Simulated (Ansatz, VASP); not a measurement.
# Li3SI in two plane-wave programs, part 2 of 2

One calculation is typed for both programs; each brings its own data sets. How far apart do they land? The cell is generated by rule, not measured, and may not be a known phase. The cell is taken from a series of runs on this material, whose earlier steps may have relaxed, scaled, displaced or heated it; both programs get it as it stands.

VASP 6.6.1 and Ansatz 0.2.0.

So far: The starting structure; Ansatz: dielectric response, PBE.

## Step 3: VASP: dielectric response, PBE

Level of this step: PBE; plane waves and PAW (I, S, Li_sv); invented cell (VASP).

The same cell, functional and mesh now go to VASP, with its own data sets.

Lines of VASP's logs that name or quote its potential files are left out, and so is its time.

The input, INCAR:

```
SYSTEM = Li3SI
PREC = Accurate
ENCUT = 650
EDIFF = 1E-08
NELM = 120
ISMEAR = 0
SIGMA = 0.01
LREAL = .FALSE.
ALGO = Normal
GGA = PE
NBANDS = 17
LORBIT = 11
LWAVE = .FALSE.
LCHARG = .FALSE.
ISIF = 2
LEPSILON = .TRUE.
LASPH = .TRUE.
GGA_COMPAT = .FALSE.
EFERMI = MIDGAP
KPAR = 2
```

The input, POSCAR:

```
Li3SI
1.0
    4.7368166536      0.0000000000      0.0000000000
    0.0000000000      4.7368166536      0.0000000000
    0.0000000000      0.0000000000      4.7368166536
I S Li
1 1 3
Direct
    0.0000000000      0.0000000000      0.0000000000
    0.5000000000      0.5000000000      0.5000000000
    0.5000000000      0.5000000000      0.0000000000
    0.5000000000      0.0000000000      0.5000000000
    0.0000000000      0.5000000000      0.5000000000
```

The input, KPOINTS:

```
Automatic mesh
0
Gamma
4 4 4
0 0 0
```

The projector-augmented-wave data sets are I, S and Li_sv (PBE family, release 64).

On the command line:

```bash
> mpirun -np 2 vasp_std
```

Numbers of over 12 decimals in the logs are rounded to 6 here.

Output:

```text
[banner, memory and clock lines left out]
running    2 mpi-ranks, on    1 nodes
 distrk:  each k-point on    1 cores,    2 groups
 distr:  one band on    1 cores,    1 groups

 POSCAR found type information on POSCAR I S Li
 POSCAR found :  3 types and       5 ions
 LDA part: xc-table for (Slater+PW92), standard interpolation
 POSCAR, INCAR and KPOINTS ok, starting setup
 FFT: planning ... GRIDC
 FFT: planning ... GRID_SOFT
 FFT: planning ... GRID
 WAVECAR not read
 entering main loop
       N       E                     dE             d eps       ncg     rms          rms(c)
DAV:   1     0.123090188394E+03    0.12309E+03   -0.10459E+04   340   0.141E+03
DAV:   2    -0.189318765692E+01   -0.12498E+03   -0.12250E+03   434   0.290E+02
DAV:   3    -0.177607667159E+02   -0.15868E+02   -0.15809E+02   626   0.694E+01
DAV:   4    -0.186212018389E+02   -0.86044E+00   -0.85877E+00   526   0.208E+01
DAV:   5    -0.187007579499E+02   -0.79556E-01   -0.79543E-01   550   0.417E+00    0.507E+00
DAV:   6    -0.176242173207E+02    0.10765E+01   -0.18896E+00   396   0.635E+00    0.406E+00
DAV:   7    -0.175370566018E+02    0.87161E-01   -0.11145E+00   469   0.476E+00    0.235E+00
DAV:   8    -0.175476364695E+02   -0.10580E-01   -0.15737E-01   434   0.198E+00    0.773E-01
DAV:   9    -0.175438626750E+02    0.37738E-02   -0.38255E-02   441   0.110E+00    0.333E-01
DAV:  10    -0.175448173177E+02   -0.95464E-03   -0.48816E-03   463   0.353E-01    0.196E-01
DAV:  11    -0.175449195986E+02   -0.10228E-03   -0.36025E-03   436   0.286E-01    0.124E-01
DAV:  12    -0.175449230733E+02   -0.34747E-05   -0.33625E-04   462   0.106E-01    0.117E-01
DAV:  13    -0.175449229567E+02    0.11660E-06   -0.24557E-05   430   0.265E-02    0.538E-02
DAV:  14    -0.175449172376E+02    0.57191E-05   -0.16330E-05   403   0.160E-02    0.440E-02
DAV:  15    -0.175449170127E+02    0.22482E-06   -0.11981E-05   393   0.145E-02    0.588E-03
DAV:  16    -0.175449170532E+02   -0.40490E-07   -0.15659E-06   458   0.651E-03    0.731E-03
DAV:  17    -0.175449169799E+02    0.73341E-07   -0.29160E-08   468   0.108E-03    0.620E-03
DAV:  18    -0.175449168613E+02    0.11855E-06   -0.20960E-07   418   0.176E-03    0.152E-03
DAV:  19    -0.175449168612E+02    0.12005E-09   -0.16237E-08   292   0.688E-04
   1 F= -.17544917E+02 E0= -.17544917E+02  d E =0.000000E+00
 Linear response reoptimize wavefunctions to high precision
DAV:   1    -0.175449168506E+02    0.10594E-07   -0.54231E-09   428   0.329E-04
DAV:   2    -0.175449168507E+02   -0.43428E-10   -0.29977E-10   244   0.928E-05
 Linear response G [H, r] |phi>, progress :
  Direction:   1
       N       E                     dE             d eps       ncg     rms
RMM:   1    -0.629698252755E+02   -0.62970E+02    0.91476E+02   491   0.316E+02
RMM:   2    -0.785495945633E+02   -0.15580E+02   -0.42606E+01   707   0.323E+01
RMM:   3    -0.795468215487E+02   -0.99723E+00   -0.62712E+00   763   0.114E+01
RMM:   4    -0.796871830338E+02   -0.14036E+00   -0.14424E+00   815   0.490E+00
RMM:   5    -0.797201083688E+02   -0.32925E-01   -0.39899E-01   806   0.224E+00
RMM:   6    -0.797245731713E+02   -0.44648E-02   -0.11163E-01   866   0.110E+00
RMM:   7    -0.797266979354E+02   -0.21248E-02   -0.40695E-02   888   0.488E-01
RMM:   8    -0.797270865473E+02   -0.38861E-03   -0.26061E-02   892   0.237E-01
RMM:   9    -0.797272541516E+02   -0.16760E-03   -0.14920E-02   902   0.117E-01
RMM:  10    -0.797273218907E+02   -0.67739E-04   -0.54805E-03   887   0.676E-02
RMM:  11    -0.797273660628E+02   -0.44172E-04   -0.69889E-03   877   0.431E-02
RMM:  12    -0.797273833756E+02   -0.17313E-04   -0.27112E-03   857   0.297E-02
RMM:  13    -0.797273800761E+02    0.32995E-05   -0.60440E-03   820   0.225E-02
RMM:  14    -0.797273786047E+02    0.14715E-05   -0.36121E-03   784   0.177E-02
RMM:  15    -0.797273762374E+02    0.23673E-05   -0.45192E-03   772   0.154E-02
RMM:  16    -0.797273747812E+02    0.14562E-05   -0.36715E-03   767   0.140E-02
RMM:  17    -0.797273737135E+02    0.10678E-05   -0.38986E-03   758   0.130E-02
RMM:  18    -0.797273727822E+02    0.93130E-06   -0.41655E-03   737   0.125E-02
RMM:  19    -0.797273726116E+02    0.17054E-06   -0.41199E-03   710   0.122E-02
RMM:  20    -0.797273720618E+02    0.54979E-06   -0.32376E-03   694   0.120E-02
 Linear response G [H, r] |phi>, progress :
  Direction:   2
       N       E                     dE             d eps       ncg     rms
RMM:   1    -0.650355091382E+02   -0.65036E+02    0.13548E+03   471   0.379E+02
RMM:   2    -0.802261672388E+02   -0.15191E+02   -0.50505E+01   724   0.351E+01
RMM:   3    -0.811797742796E+02   -0.95361E+00   -0.61934E+00   783   0.118E+01
RMM:   4    -0.813536865728E+02   -0.17391E+00   -0.17814E+00   806   0.515E+00
RMM:   5    -0.813945352671E+02   -0.40849E-01   -0.76016E-01   821   0.245E+00
RMM:   6    -0.814131125230E+02   -0.18577E-01   -0.48337E-01   858   0.133E+00
RMM:   7    -0.814278651484E+02   -0.14753E-01   -0.38891E-01   883   0.721E-01
[...]
RMM:  24    -0.100117450893E+01   -0.13582E-09   -0.30986E-06   534   0.654E-04
RMM:  25    -0.100117451010E+01   -0.11668E-08    0.46200E-06   530   0.641E-04
 change of polarisation eV/A/(eV/A) component  2 :    -0.150     2.002     0.318
 dielectric tensor                  component  2 :    -0.255     4.409     0.541
[...]
RMM:   7    -0.107828152793E+01   -0.29993E-02   -0.46701E-03  1379   0.178E-01    0.161E-02
RMM:   8    -0.107894250308E+01   -0.66098E-03   -0.27778E-03  1407   0.113E-01    0.134E-02
RMM:   9    -0.107932293353E+01   -0.38043E-03   -0.22824E-03  1396   0.782E-02    0.397E-03
RMM:  10    -0.107939287385E+01   -0.69940E-04   -0.22500E-03  1468   0.553E-02    0.195E-03
RMM:  11    -0.107944087498E+01   -0.48001E-04   -0.12359E-03  1439   0.428E-02    0.179E-03
RMM:  12    -0.107950766891E+01   -0.66794E-04   -0.95842E-04  1453   0.345E-02    0.187E-03
RMM:  13    -0.107951796117E+01   -0.10292E-04   -0.67156E-04  1388   0.302E-02    0.576E-03
RMM:  14    -0.107960555623E+01   -0.87595E-04   -0.56054E-04  1315   0.274E-02    0.294E-03
RMM:  15    -0.107966526796E+01   -0.59712E-04   -0.44611E-04  1496   0.227E-02    0.340E-03
RMM:  16    -0.107969153012E+01   -0.26262E-04   -0.41036E-04  1440   0.199E-02    0.477E-03
RMM:  17    -0.107972337410E+01   -0.31844E-04   -0.38353E-04  1387   0.177E-02    0.516E-03
RMM:  18    -0.107974364382E+01   -0.20270E-04   -0.32257E-04  1379   0.155E-02    0.610E-03
RMM:  19    -0.107975677275E+01   -0.13129E-04   -0.24322E-04  1329   0.138E-02    0.710E-03
RMM:  20    -0.107977711187E+01   -0.20339E-04   -0.17547E-04  1349   0.124E-02    0.744E-03
RMM:  21    -0.107978917802E+01   -0.12066E-04   -0.11854E-04  1364   0.109E-02    0.781E-03
RMM:  22    -0.107979738473E+01   -0.82067E-05   -0.72868E-05  1221   0.963E-03    0.824E-03
 change of polarisation eV/A/(eV/A) component  1 :     1.893    -0.091     0.216
 dielectric tensor                  component  1 :     4.223    -0.154     0.367
 Linear response to external field, progress :
  Direction:   2
       N       E                     dE             d eps       ncg     rms          rms(c)
RMM:   1    -0.975776106559E+00   -0.97578E+00   -0.32919E+00  1179   0.547E+00
RMM:   2    -0.104436483843E+01   -0.68589E-01   -0.14750E-01  1279   0.149E+00    0.216E+00
RMM:   3    -0.972587368711E+00    0.71777E-01   -0.18272E-01  1199   0.175E+00    0.106E+00
RMM:   4    -0.102185133172E+01   -0.49264E-01   -0.12478E-01  1233   0.150E+00    0.298E-01
RMM:   5    -0.106938190111E+01   -0.47531E-01   -0.20837E-02  1274   0.664E-01    0.500E-02
RMM:   6    -0.107529520094E+01   -0.59133E-02   -0.96048E-03  1394   0.319E-01    0.269E-02
RMM:   7    -0.107827970402E+01   -0.29845E-02   -0.46484E-03  1384   0.177E-01    0.160E-02
RMM:   8    -0.107895179129E+01   -0.67209E-03   -0.27323E-03  1412   0.113E-01    0.134E-02
RMM:   9    -0.107932411016E+01   -0.37232E-03   -0.16868E-03  1402   0.783E-02    0.368E-03
RMM:  10    -0.107938786857E+01   -0.63758E-04   -0.12555E-03  1466   0.555E-02    0.213E-03
RMM:  11    -0.107945194727E+01   -0.64079E-04    0.25575E-04  1476   0.423E-02    0.209E-03
RMM:  12    -0.107956341314E+01   -0.11147E-03    0.16258E-04  1397   0.355E-02    0.210E-03
RMM:  13    -0.107958355555E+01   -0.20142E-04    0.14987E-04  1412   0.304E-02    0.274E-03
RMM:  14    -0.107963655626E+01   -0.53001E-04    0.66744E-05  1500   0.259E-02    0.369E-03
RMM:  15    -0.107966777991E+01   -0.31224E-04    0.81702E-05  1431   0.229E-02    0.469E-03
RMM:  16    -0.107971189642E+01   -0.44117E-04    0.15544E-05  1430   0.204E-02    0.548E-03
RMM:  17    -0.107974038554E+01   -0.28489E-04   -0.54592E-06  1325   0.182E-02    0.658E-03
RMM:  18    -0.107975415072E+01   -0.13765E-04    0.97817E-06  1333   0.166E-02    0.821E-03
RMM:  19    -0.107977283158E+01   -0.18681E-04    0.70361E-05  1347   0.146E-02    0.958E-03
RMM:  20    -0.107979658523E+01   -0.23754E-04    0.11369E-04  1297   0.128E-02    0.103E-02
RMM:  21    -0.107982182729E+01   -0.25242E-04    0.17338E-04  1313   0.111E-02    0.111E-02
RMM:  22    -0.107984683394E+01   -0.25007E-04    0.20595E-04  1432   0.976E-03    0.112E-02
 change of polarisation eV/A/(eV/A) component  2 :    -0.091     1.894     0.216
 dielectric tensor                  component  2 :    -0.154     4.224     0.367
 Linear response to external field, progress :
  Direction:   3
       N       E                     dE             d eps       ncg     rms          rms(c)
RMM:   1    -0.975799408878E+00   -0.97580E+00   -0.32923E+00  1171   0.543E+00
RMM:   2    -0.104414934350E+01   -0.68350E-01   -0.14407E-01  1261   0.147E+00    0.216E+00
RMM:   3    -0.972484812602E+00    0.71665E-01   -0.18224E-01  1190   0.174E+00    0.106E+00
RMM:   4    -0.102166594411E+01   -0.49181E-01   -0.12337E-01  1223   0.148E+00    0.299E-01
RMM:   5    -0.106937073797E+01   -0.47705E-01   -0.20150E-02  1254   0.656E-01    0.501E-02
RMM:   6    -0.107515934405E+01   -0.57886E-02   -0.93584E-03  1374   0.311E-01    0.270E-02
RMM:   7    -0.107823039452E+01   -0.30711E-02   -0.45211E-03  1367   0.173E-01    0.155E-02
RMM:   8    -0.107889749777E+01   -0.66710E-03   -0.28633E-03  1390   0.110E-01    0.133E-02
RMM:   9    -0.107932255840E+01   -0.42506E-03   -0.25273E-03  1380   0.764E-02    0.422E-03
RMM:  10    -0.107939570513E+01   -0.73147E-04   -0.20767E-03  1463   0.541E-02    0.218E-03
RMM:  11    -0.107942583043E+01   -0.30125E-04   -0.12207E-03  1435   0.420E-02    0.152E-03
RMM:  12    -0.107950044270E+01   -0.74612E-04   -0.10088E-03  1461   0.343E-02    0.122E-03
RMM:  13    -0.107951086745E+01   -0.10425E-04   -0.79558E-04  1343   0.305E-02    0.476E-03
RMM:  14    -0.107956975452E+01   -0.58887E-04   -0.70249E-04  1324   0.274E-02    0.371E-03
RMM:  15    -0.107963521355E+01   -0.65459E-04   -0.59624E-04  1389   0.240E-02    0.306E-03
RMM:  16    -0.107967330728E+01   -0.38094E-04   -0.56706E-04  1449   0.209E-02    0.393E-03
RMM:  17    -0.107969480597E+01   -0.21499E-04   -0.54564E-04  1391   0.186E-02    0.498E-03
RMM:  18    -0.107973018947E+01   -0.35384E-04   -0.47591E-04  1362   0.169E-02    0.521E-03
RMM:  19    -0.107975454025E+01   -0.24351E-04   -0.39138E-04  1373   0.149E-02    0.578E-03
RMM:  20    -0.107977093144E+01   -0.16391E-04   -0.31486E-04  1407   0.132E-02    0.647E-03
RMM:  21    -0.107976807609E+01    0.28553E-05   -0.24484E-04  1306   0.119E-02    0.772E-03
RMM:  22    -0.107977296598E+01   -0.48899E-05   -0.18618E-04  1278   0.104E-02    0.829E-03
RMM:  23    -0.107977725332E+01   -0.42873E-05   -0.14318E-04  1151   0.938E-03    0.868E-03
RMM:  24    -0.107978139138E+01   -0.41381E-05   -0.12057E-04  1143   0.865E-03    0.892E-03
 change of polarisation eV/A/(eV/A) component  3 :     0.032     0.093     1.893
 dielectric tensor                  component  3 :     0.055     0.158     4.223
 Born effective charges drift removed
```

Parts of OUTCAR (step 3):

```text
ion  position               nearest neighbor table
   1  0.000  0.000  0.000-
   2  0.500  0.500  0.500-   3 2.37   4 2.37   5 2.37   3 2.37   4 2.37   5 2.37
   3  0.500  0.500  0.000-   2 2.37   2 2.37
   4  0.500  0.000  0.500-   2 2.37   2 2.37
   5  0.000  0.500  0.500-   2 2.37   2 2.37

  LATTYP: Found a simple cubic cell.
 ALAT       =     4.7368166536

 Subroutine GETGRP returns: Found 48 space group operations
 (whereof 48 operations were pure point group operations)

The static configuration has the point symmetry O_h .

 Found     10 irreducible k-points:

   k-points           NKPTS =     10   k-points in BZ     NKDIM =     10   number of bands    NBANDS=     17

   dimension x,y,z NGX =    40 NGY =   40 NGZ =   40
   dimension x,y,z NGXF=    80 NGYF=   80 NGZF=   80

   ENCUT  =  650.0 eV  47.77 Ry    6.91 a.u.   9.85  9.85  9.85*2*pi/ulx,y,z

   NELECT =      22.0000    total number of electrons

 k-points in reciprocal lattice and weights: Automatic mesh
   0.00000000  0.00000000  0.00000000       0.016
   0.25000000  0.00000000  0.00000000       0.094
   0.50000000  0.00000000  0.00000000       0.047
   0.25000000  0.25000000  0.00000000       0.188
   0.50000000  0.25000000  0.00000000       0.188
   0.50000000  0.50000000  0.00000000       0.047
   0.25000000  0.25000000  0.25000000       0.125
   0.50000000  0.25000000  0.25000000       0.188
   0.50000000  0.50000000  0.25000000       0.094
   0.50000000  0.50000000  0.50000000       0.016

 average (electrostatic) potential at core
       1 -93.0386       2 -87.4089       3 -62.1812       4 -62.1812       5 -62.1812

  Total       -0.0488145     -0.0488145     -0.0488145      0.0000000     -0.0000000     -0.0000000
  in kB       -0.7358672     -0.7358672     -0.7358672      0.0000000     -0.0000000     -0.0000000
  external PRESSURE =      -0.7358672 kB  Pullay stress =       0.0000000 kB

  energy-cutoff  :      650.00
  volume of cell :      106.28
      direct lattice vectors                 reciprocal lattice vectors
     4.736816654  0.000000000  0.000000000     0.211112245  0.000000000  0.000000000
     0.000000000  4.736816654  0.000000000     0.000000000  0.211112245  0.000000000
     0.000000000  0.000000000  4.736816654     0.000000000  0.000000000  0.211112245

 POSITION                                       TOTAL-FORCE (eV/Angst)
 -----------------------------------------------------------------------------------
      0.00000      0.00000      0.00000         0.000000      0.000000      0.000000
      2.36841      2.36841      2.36841         0.000000      0.000000      0.000000
      2.36841      2.36841      0.00000         0.000000      0.000000      0.000000
      2.36841      0.00000      2.36841         0.000000      0.000000      0.000000
      0.00000      2.36841      2.36841         0.000000      0.000000      0.000000
 -----------------------------------------------------------------------------------
    total drift:                                0.000000      0.000000     -0.000000

 MACROSCOPIC STATIC DIELECTRIC TENSOR (including local field effects in DFT)
 ------------------------------------------------------
           4.223449     0.000000     0.000000
           0.000000     4.223449     0.000000
          -0.000000    -0.000000     4.223449
 ------------------------------------------------------

 PIEZOELECTRIC TENSOR (including local field effects)  for field in x, y, z        (C/m^2)
          XX          YY          ZZ          XY          YZ          ZX
  --------------------------------------------------------------------------------
  x     0.00000     0.00000     0.00000     0.00000     0.00000     0.00000
  y     0.00000     0.00000     0.00000     0.00000     0.00000     0.00000
  z     0.00000     0.00000     0.00000     0.00000     0.00000     0.00000

 BORN EFFECTIVE CHARGES (including local field effects) (in |e|, cummulative output)
 ---------------------------------------------------------------------------------
 ion    1
    1    -1.51591     0.00000    -0.00000
    2    -0.00000    -1.51591     0.00000
    3    -0.00000     0.00000    -1.51591
 ion    2
    1    -2.03908     0.00000     0.00000
    2     0.00000    -2.03908     0.00000
    3    -0.00000     0.00000    -2.03908
 ion    3
    1     1.16741    -0.00000     0.00000
    2    -0.00000     1.16741     0.00000
    3    -0.00000    -0.00000     1.22018
 ion    4
    1     1.16741     0.00000     0.00000
    2    -0.00000     1.22018     0.00000
    3     0.00000    -0.00000     1.16741
 ion    5
    1     1.22018    -0.00000     0.00000
    2     0.00000     1.16741    -0.00000
    3    -0.00000     0.00000     1.16741
```

## Step 4: Comparison

Known differences besides the potentials themselves: fixed occupations in Ansatz, narrow Gaussian smearing in VASP; VASP's response is taken on the typed mesh, Ansatz refines its own for the field response alone; the data sets hold 32 valence electrons in Ansatz (on its default PAW (the set named soft_2) files) and 22 in VASP; the cutoff is 420 eV in Ansatz and 650 eV in VASP. Total energies have different zeros and are not compared.

Both answers:

| quantity | Ansatz | VASP | difference |
| --- | --- | --- | --- |
| ε∞ xx | 4.18 | 4.22 | -1.03 % |
| ε∞ yy | 4.18 | 4.22 | -1.03 % |
| ε∞ zz | 4.18 | 4.22 | -1.03 % |
| Born charge of I1 (mean of the diagonal) (e) | -1.50 | -1.52 | +0.02 |
| Born charge of S2 (mean of the diagonal) (e) | -2.05 | -2.04 | -0.01 |
| Born charge of Li3 (mean of the diagonal) (e) | 1.18 | 1.19 | 0.00 |

## Step 5: Results

```yaml
difference_in_eps_infinity_xx_dielectric_response_pbe: -1.0 %
```

What this shows: The difference in ε∞ xx is -1.0 % (dielectric response, PBE), within the 5 % picked in this series as the mark of a large difference. The data sets hold unlike numbers of valence electrons (32 in Ansatz and 22 in VASP), so part of the differences comes from the potentials. 1 further run of this series is not shown here. Such differences can come from data sets, numerical settings and the points named under the comparisons, not from the functional's error against experiment.

[Lines on the potential files, build, host, timing and source positions are cut from VASP's logs without a mark.]

[Logs are printed without paths, hosts, clocks, repeated set-up lines and the standing remarks that a program may print on its own settings, such as how far it seeks lower states.]

[Hosts, paths, dates, database ids (printed as entryN), source tags and the programs' standing remarks are cut or masked in the printed files.]
